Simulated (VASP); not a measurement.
Input for VASP

POSCAR:
```
ZrB2
1
    1.6167000000    -2.8002070000     0.0000000000
    1.6167000000     2.8002070000     0.0000000000
    0.0000000000     0.0000000000     3.6006000000
Zr B
1 2
Direct
  0.0000000000   0.0000000000   0.0000000000
  0.3333330000   0.6666670000   0.5000000000
  0.6666670000   0.3333330000   0.5000000000
```

**KPOINTS**
```
Automatic mesh
0
Gamma
8 8 7
0 0 0
```

**INCAR**
```
SYSTEM = ZrB2
PREC = Accurate
ENCUT = 520
EDIFF = 1E-6
NELM = 100
ALGO = Normal
LREAL = .FALSE.
LASPH = .TRUE.
ISMEAR = 1
SIGMA = 0.1
GGA = PE
LMAXMIX = 4
LWAVE = .FALSE.
LCHARG = .FALSE.
ISIF = 2
ISPIN = 2
MAGMOM = 1.0 1.0 1.0 1.0 1.0
```

POTCAR, in this order: Zr_sv B (PBE.64 set). Program: vasp_std.

One choice in this input is risky. Which, and does it do harm here?

The risk: MAGMOM holds more values than there are atoms. Here it does no harm: the run (PBE GGA, plane waves, VASP's PBE PAW potentials (set 64)) converges to the same energy and pressure as with the safe setting.
### OSZICAR
```
       N       E                     dE             d eps       ncg     rms          rms(c)
DAV:   1     0.100356340082E+03    0.10036E+03   -0.94190E+03  2400   0.116E+03
DAV:   2    -0.221915387759E+02   -0.12255E+03   -0.11834E+03  3044   0.297E+02
DAV:   3    -0.265254052599E+02   -0.43339E+01   -0.43136E+01  3940   0.475E+01
DAV:   4    -0.265950145156E+02   -0.69609E-01   -0.69592E-01  2786   0.563E+00
DAV:   5    -0.265965101224E+02   -0.14956E-02   -0.14956E-02  3717   0.587E-01    0.201E+01
DAV:   6    -0.249195334825E+02    0.16770E+01   -0.66018E+00  2939   0.170E+01    0.768E+00
DAV:   7    -0.249046031458E+02    0.14930E-01   -0.67391E-01  3429   0.521E+00    0.342E+00
DAV:   8    -0.249101587806E+02   -0.55556E-02   -0.48603E-02  2746   0.191E+00    0.218E+00
DAV:   9    -0.249099845908E+02    0.17419E-03   -0.65510E-03  3327   0.767E-01    0.631E-01
DAV:  10    -0.249107971759E+02   -0.81259E-03   -0.14449E-03  2968   0.346E-01    0.962E-02
DAV:  11    -0.249108151611E+02   -0.17985E-04   -0.23894E-04  3113   0.129E-01    0.526E-02
DAV:  12    -0.249108275853E+02   -0.12424E-04   -0.35610E-05  2695   0.583E-02    0.135E-02
DAV:  13    -0.249108294682E+02   -0.18829E-05   -0.37073E-06  2889   0.194E-02    0.417E-03
DAV:  14    -0.249108295502E+02   -0.82050E-07   -0.24463E-07  1305   0.570E-03
   1 F= -.24910830E+02 E0= -.24910691E+02  d E =-.415746E-03  mag=     0.0000
```

The compound is ZrB2 in the AlB2 type structure. The cell was not relaxed at this level.
